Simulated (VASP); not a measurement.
The input files of a VASP run:

INCAR:
```
ALGO  =  Normal
EDIFF  =  1E-6
ENCUT  =  400
GGA  =  PE
ISIF  =  2
ISMEAR  =  0
LASPH  =  .TRUE.
LCHARG  =  .FALSE.
LMAXMIX  =  4
LREAL  =  .FALSE.
LWAVE  =  .FALSE.
NELM  =  100
PREC  =  Accurate
SIGMA  =  0.05
SYSTEM  =  CaSe
```

KPOINTS:
```
Automatic mesh
0
gamma
  6 6 6
0 0 0
```

### POSCAR
```
CaSe
1
    0.0000000000     2.9600000000     2.9600000000
    2.9600000000     0.0000000000     2.9600000000
    2.9600000000     2.9600000000     0.0000000000
Ca Se
1 1
Direct
  0.0000000000   0.0000000000   0.0000000000
  0.5000000000   0.5000000000   0.5000000000
```

POTCAR, in this order: Ca_sv Se (PBE.64 set). Program: vasp_std.

### Question
Translate this PBE calculation to Ansatz.

### Answer
One equivalent input (not run):
Ansatz 0.2 input:
```yaml
crystal:
  lattice:
    - [0.0000000, 2.9600000, 2.9600000]
    - [2.9600000, 0.0000000, 2.9600000]
    - [2.9600000, 2.9600000, 0.0000000]
  atoms:
    - { symbol: Ca, position: [0.0000000, 0.0000000, 0.0000000] }
    - { symbol: Se, position: [0.5000000, 0.5000000, 0.5000000] }
kpoints:
  mp_grid: { grid: [6, 6, 6] }
hamiltonian:
  xc: pbe
  pseudopotentials: { kind: paw }
scf:
  occupations: { method: gaussian, width: 0.05 }
  max_iter: 100
output: { forces: true, stress: true, eigenvalues: true }
```
The two are equivalent in intent, not identical: each code has its own PAW files, so the cut-off isn't converted (ENCUT is set for VASP's; basis.ecutwfc is left out, and Ansatz then takes the one that its files recommend); Ansatz stops its SCF on the density residual and VASP on the energy change (EDIFF).

The compound is CaSe in the rock salt structure. The cell was not relaxed at this level.
